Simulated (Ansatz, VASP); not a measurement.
Two plane-wave programs on ZrGaH4

Contents of INCAR:

```
SYSTEM = ZrGaH4
PREC = Accurate
ENCUT = 600
EDIFF = 1E-6
ISMEAR = 0
SIGMA = 0.1
LREAL = .False.
LASPH = .True.
NELM = 100
ALGO = Normal
ISIF = 3
LWAVE = .False.
LCHARG = .False.
GGA = PE
IBRION = 2
NSW = 90
EDIFFG = -0.04
```

KPOINTS

```
regular mesh
0
Gamma
  6 6 4
  0 0 0
```

Contents of POSCAR:

```
ZrGaH4
1.0
    3.4696888462      0.0000000000      0.0000000000
    0.0000000000      3.4696888462      0.0000000000
    0.0000000000      0.0000000000      4.5446131785
Zr Ga H
1 1 4
Direct
    0.5000000000      0.5000000000      0.5000000000
    0.0000000000      0.0000000000      0.0000000000
    0.5000000000      0.0000000000      0.2540438820
    0.0000000000      0.5000000000      0.7459561180
    0.5000000000      0.0000000000      0.7459561180
    0.0000000000      0.5000000000      0.2540438820
```

Input for Ansatz:

```yaml
crystal:
  lattice:
    - [3.4696888462, 0.0, 0.0]
    - [0.0, 3.4696888462, 0.0]
    - [0.0, 0.0, 4.5446131785]
  atoms:
    - { symbol: Zr, position: [0.5, 0.5, 0.5] }
    - { symbol: Ga, position: [0.0, 0.0, 0.0] }
    - { symbol: H, position: [0.5, 0.0, 0.254043882] }
    - { symbol: H, position: [0.0, 0.5, 0.745956118] }
    - { symbol: H, position: [0.5, 0.0, 0.745956118] }
    - { symbol: H, position: [0.0, 0.5, 0.254043882] }
basis:
  ecutwfc: 420
kpoints:
  mp_grid: { grid: [6, 6, 4] }
hamiltonian:
  xc: pbe
scf:
  occupations: { method: gaussian, width: 0.1 }
  lower_state_search: "off"
output:
  forces: true
  stress: true
  eigenvalues: true
relax:
  adjacent_minimum: "off"
  f_tol: 0.04
  max_steps: 70
  cell: { stress_tol: 0.4 }
```

Alike in both runs: task relaxation of cell and atoms; functional PBE; k mesh 6 × 6 × 4; occupations gaussian, width 0.1 eV; no spin polarisation.

|  | VASP | Ansatz |
| --- | --- | --- |
| version | VASP 6.6.1 | Ansatz 0.2.0 |
| potentials or method | VASP PAW PBE potentials, release 64 (Zr_sv, Ga_d, H) | scalar-relativistic, plane waves, PAW |
| plane-wave cutoff (eV) | 600 | 420 |
| valence electrons in the cell | 29 | 29 |

|  | VASP | Ansatz | Ansatz less VASP |
| --- | --- | --- | --- |
| gap on the k mesh at the Fermi level, each at its own relaxed structure (eV) | none | none | - |
| relaxed volume (Å³/atom) | 9.15 | 9.10 | -0.043 |
| relaxed cell length with the largest relative difference (Å) | 4.459 | 4.432 | -0.0269 |
| energy change over the relaxation (meV/atom) | -1 | -1 | 0.0 |

A gap of «none» marks a metal or a gap that the smearing closes.
